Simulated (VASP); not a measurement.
VASP runs on TaNi3 (space group I4/mmm) share one base input (PBEsol GGA, plane waves, VASP's PBE PAW potentials (set 64)) and change the settings named in each case.

**INCAR**
```
ALGO = Normal
EDIFF = 1E-6
ENCUT = 300
GGA = PS
ISIF = 2
ISMEAR = 0
ISPIN = 2
LASPH = .True.
LCHARG = .False.
LMAXMIX = 6
LORBIT = 11
LREAL = .False.
LWAVE = .False.
MAGMOM = 3*2.0 0.0
NELM = 100
PREC = Accurate
SIGMA = 0.05
SYSTEM = TaNi3
```

### POSCAR
```
TaNi3
1.0
 -1.8135000000   1.8135000000   3.7275000000
  1.8135000000  -1.8135000000   3.7275000000
  1.8135000000   1.8135000000  -3.7275000000
Ni Ta
3 1
Cart
 -0.0000000000   1.8135000000   1.8637500000
  1.8135000000   0.0000000000   1.8637500000
  0.0000000000   0.0000000000   3.7275000000
  0.0000000000   0.0000000000   0.0000000000
```

File KPOINTS:
```
Automatic mesh
0
Gamma
7 7 7
0 0 0
```

POTCAR, in this order: Ni Ta_pv (PBE.64 set). Program: vasp_std.

```tsv
change	E(σ→0) (eV/atom)	pressure (GPa)	−TS (eV)
base run	-8.1248	-7.11	-0.0018
GGA removed, POTCAR Ni Ta_pv (LDA.64 set)	-8.5272	-13.53	-0.0025
GGA_COMPAT = .FALSE., ISPIN removed, LNONCOLLINEAR = .TRUE., LSORBIT = .TRUE., MAGMOM = 0.0 0.0 2.0 0.0 0.0 2.0 0.0 0.0 2.0 0.0 0.0 0.0, program vasp_ncl	-8.3095	-7.16	-0.0022
KPOINTS 1×1×1 Γ-centred mesh	-7.6006	-10.70	-0.0004
```
 Energies of different potentials or functionals have different zeros.  Unless said otherwise, spin-orbit coupling is left out, though it shifts the bands of the heavy elements here. At 300 eV the pressure can carry a Pulay error.

Left out are runs that ran out of time, are held back, or changed the cell or the kind of run, fixed moments of cells without a moment, rows past the twelfth, gaps on odd meshes, pressures of charged cells and columns that move by less than the noise.

The structure comes from a measured TaNi3 entry of the Crystallography Open Database, whose conditions weren't checked. The cell was not relaxed at this level.
